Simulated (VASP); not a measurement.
Method: rev-vdW-DF2, VASP's PBE PAW potentials (set 64) (plane waves; VASP 6.6.1).

VASP input:

KPOINTS:
```
Automatic
0
Gamma
  11 11 11
0 0 0
```

INCAR:
```
# general
SYSTEM  =Pb
PREC    =Accurate
ENCUT   =520
LREAL   =.FALSE.
LASPH   =.TRUE.

# electronic loop
EDIFF   =1E-6
NELM    =100
ALGO    =Normal
LMAXMIX =4

# smearing
ISMEAR  =1
SIGMA   =0.1

# functional
GGA     =MK
LUSE_VDW=.TRUE.
AGGAC   =0.0
PARAM1  =0.1234568
PARAM2  =0.7114
ZAB_VDW =-1.8867

# ions
IBRION  =2
NSW     =60
ISIF    =3
EDIFFG  =-0.01

# output
LWAVE   =.FALSE.
LCHARG  =.FALSE.
```

### POSCAR
```
Pb
1
    0.0000000000     2.4750000000     2.4750000000
    2.4750000000     0.0000000000     2.4750000000
    2.4750000000     2.4750000000     0.0000000000
Pb
1
Direct
  0.0000000000   0.0000000000   0.0000000000
```

POTCAR, in this order: Pb_d (PBE.64 set). Program: vasp_std.

Output

File OSZICAR:
```
       N       E                     dE             d eps       ncg     rms          rms(c)
DAV:   1     0.105987063151E+03    0.10599E+03   -0.75101E+03  1250   0.151E+03
DAV:   2     0.380361421752E+01   -0.10218E+03   -0.10036E+03  1268   0.326E+02
DAV:   3    -0.650956872408E+00   -0.44546E+01   -0.44309E+01  1482   0.788E+01
DAV:   4    -0.758112691944E+00   -0.10716E+00   -0.10709E+00  1477   0.137E+01
DAV:   5    -0.762835838773E+00   -0.47231E-02   -0.47230E-02  1584   0.255E+00    0.524E-01
DAV:   6    -0.753081257567E+00    0.97546E-02   -0.15202E-02  1517   0.232E+00    0.250E-01
DAV:   7    -0.750534328221E+00    0.25469E-02   -0.62667E-03  1454   0.142E+00    0.760E-02
DAV:   8    -0.750396682646E+00    0.13765E-03   -0.34586E-04  1628   0.376E-01    0.109E-02
DAV:   9    -0.750392799869E+00    0.38828E-05   -0.10858E-05  1485   0.676E-02    0.480E-03
DAV:  10    -0.750392557682E+00    0.24219E-06   -0.10833E-06  1141   0.102E-02
   1 F= -.75039256E+00 E0= -.75036617E+00  d E =-.750393E+00
       N       E                     dE             d eps       ncg     rms          rms(c)
DAV:   1    -0.850709938487E+00   -0.10032E+00   -0.30277E+00  1442   0.399E+01    0.163E+00
DAV:   2    -0.764166760485E+00    0.86543E-01   -0.17392E-01  1412   0.902E+00    0.579E-01
DAV:   3    -0.751728505810E+00    0.12438E-01   -0.51954E-02  1594   0.473E+00    0.488E-02
DAV:   4    -0.751711154549E+00    0.17351E-04   -0.58216E-04  1283   0.297E-01    0.269E-02
DAV:   5    -0.751743495715E+00   -0.32341E-04   -0.35966E-04  1262   0.176E-01    0.157E-02
DAV:   6    -0.751731743494E+00    0.11752E-04   -0.32872E-05  1435   0.113E-01    0.330E-03
DAV:   7    -0.751732190252E+00   -0.44676E-06   -0.31208E-06  1361   0.244E-02
   2 F= -.75173219E+00 E0= -.75173980E+00  d E =-.133963E-02
       N       E                     dE             d eps       ncg     rms          rms(c)
DAV:   1    -0.758411299559E+00   -0.66796E-02   -0.19221E-01  1442   0.972E+00    0.420E-01
DAV:   2    -0.752681538319E+00    0.57298E-02   -0.11447E-02  1412   0.236E+00    0.147E-01
DAV:   3    -0.751892610177E+00    0.78893E-03   -0.32380E-03  1573   0.119E+00    0.118E-02
DAV:   4    -0.751895481049E+00   -0.28709E-05   -0.37429E-05  1271   0.702E-02    0.659E-03
DAV:   5    -0.751902134779E+00   -0.66537E-05   -0.20687E-05  1256   0.400E-02    0.353E-03
DAV:   6    -0.751901185769E+00    0.94901E-06   -0.11865E-06   929   0.216E-02
   3 F= -.75190119E+00 E0= -.75189601E+00  d E =-.150863E-02
```

OUTCAR:
```
------------------------ aborting loop because EDIFF is reached ----------------------------------------
  FORCE on cell =-STRESS in cart. coord.  units (eV):
  Direction    XX          YY          ZZ          XY          YZ          ZX
  --------------------------------------------------------------------------------------
  Total       -0.0007170     -0.0007170     -0.0007170      0.0000000      0.0000000     -0.0000000
  in kB       -0.0372080     -0.0372080     -0.0372080      0.0000000      0.0000000     -0.0000000
  external PRESSURE =      -0.0372080 kB  Pullay stress =       0.0000000 kB
  volume of cell :       30.87
      direct lattice vectors                 reciprocal lattice vectors
     0.000000000  2.489935791  2.489935791    -0.200808391  0.200808391  0.200808391
     2.489935791 -0.000000000  2.489935791     0.200808391 -0.200808391  0.200808391
     2.489935791  2.489935791  0.000000000     0.200808391  0.200808391 -0.200808391
 POSITION                                       TOTAL-FORCE (eV/Angst)
 -----------------------------------------------------------------------------------
      0.00000     -0.00000      0.00000        -0.000000      0.000000      0.000000
 -----------------------------------------------------------------------------------
    total drift:                               -0.000000     -0.000000     -0.000000
  FREE ENERGIE OF THE ION-ELECTRON SYSTEM (eV)
  ---------------------------------------------------
  free  energy   TOTEN  =        -0.7519011858 eV

  energy  without entropy=       -0.7518856603  energy(sigma->0) =       -0.75189601

 reached required accuracy - stopping structural energy minimisation
```
(Selected blocks of OUTCAR.)

**CONTCAR**
```
Pb
   1.00000000000000
     0.0000000000000000    2.4899357914220981    2.4899357914220981
     2.4899357914220981   -0.0000000000000000    2.4899357914220981
     2.4899357914220981    2.4899357914220981    0.0000000000000000
  Pb
     1
Direct
     0.0000000000000000    0.0000000000000000    0.0000000000000000
```

The compound is Pb in the fcc structure. This run relaxes it. Symmetry was kept, so distortions that lower it aren't found.
